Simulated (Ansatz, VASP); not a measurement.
This is a calculation of CaMg6Ni for Ansatz 0.2.0.

File input.yaml:

```yaml
crystal:
  lattice:
    - [4.891852, 0.0, 0.0]
    - [0.0, 3.126188, 5.8907215]
    - [0.0, -3.126188, 5.8907215]
  atoms:
    - { symbol: Ni, position: [0.5, 0.633478, 0.633478], spin: 1.0 }
    - { symbol: Ca, position: [0.0, 0.806656, 0.806656] }
    - { symbol: Mg, position: [0.5, 0.181364, 0.181364] }
    - { symbol: Mg, position: [0.5, 0.680879, 0.199883] }
    - { symbol: Mg, position: [0.5, 0.199883, 0.680879] }
    - { symbol: Mg, position: [0.0, 0.341145, 0.341145] }
    - { symbol: Mg, position: [0.0, 0.820849, 0.335745] }
    - { symbol: Mg, position: [0.0, 0.335745, 0.820849] }
hamiltonian:
  xc: pbe
  pseudopotentials: { kind: paw }
magnetization:
  spin_polarized: true
kpoints:
  mp_grid: { grid: [6, 5, 5] }
scf:
  occupations: { method: fermi_dirac, width: 0.05 }
output:
  forces: true
  stress: true
  eigenvalues: true
```

Potentials or basis: Ansatz PAW.

Launch:

```sh
$ ansatz run input.yaml --threads 4 --pin off --max-ram 10240MiB --backend cpu --events-out ev --progress --plain --runs-dir out
```

Q: Translate it to VASP 6.6.1. Potentials there: VASP PAW PBE potentials, release 64 (Ni, Ca_sv, Mg).

A: As run (the cutoff follows the program's own potentials):

File INCAR:

```
  ALGO = Normal
  EDIFF = 1E-7
  ENCUT = 520
  GGA = PE
  ISIF = 2
  ISMEAR = -1
  ISPIN = 2
  LASPH = True
  LCHARG = False
  LMAXMIX = 4
  LORBIT = 11
  LREAL = False
  LWAVE = False
  MAGMOM = 1 0 0 0 0 0 0 0
  NBANDS = 30
  NELM = 120
  PREC = Accurate
  SIGMA = 0.05
```

File KPOINTS:

```
k-points
0
Gamma
  6 5 5
```

Contents of POSCAR:

```
CaMg6Ni
1.0
    4.8918520000      0.0000000000      0.0000000000
    0.0000000000      3.1261880000      5.8907215000
    0.0000000000     -3.1261880000      5.8907215000
Ni Ca Mg
1 1 6
Direct
    0.5000000000      0.6334780000      0.6334780000
    0.0000000000      0.8066560000      0.8066560000
    0.5000000000      0.1813640000      0.1813640000
    0.5000000000      0.6808790000      0.1998830000
    0.5000000000      0.1998830000      0.6808790000
    0.0000000000      0.3411450000      0.3411450000
    0.0000000000      0.8208490000      0.3357450000
    0.0000000000      0.3357450000      0.8208490000
```

Potentials or basis: VASP PAW PBE potentials, release 64 (Ni, Ca_sv, Mg).

The run is started by

```bash
$ cat potpaw_PBE.64/Ni/POTCAR potpaw_PBE.64/Ca_sv/POTCAR potpaw_PBE.64/Mg/POTCAR > POTCAR
$ mpirun -np 1 vasp_std > vasp.out
```

Both were run:

|  | VASP | Ansatz | Ansatz less VASP |
| --- | --- | --- | --- |
| gap on the k mesh at the Fermi level (eV) | none | none | - |
| pressure (GPa) | 0.2 | 0.2 | +0.04 |
| largest component of the traceless stress (GPa) | 0.22 | 0.21 | -0.003 |
| rms of the force components (eV/Å) | 0.018 | 0.018 | -0.0002 |
| net moment per atom (μB) | 0.00 | 0.00 | 0.000 |

Atom by atom the forces differ by 0.003 eV/Å (rms over components). A gap of «none» marks a metal or a gap that the smearing closes. The functional is the same, so the differences come from potentials, cutoffs and numerics. The two sets of potentials don't hold the same shells in valence.

Caveats: the starting moments weren't kept (Ansatz).
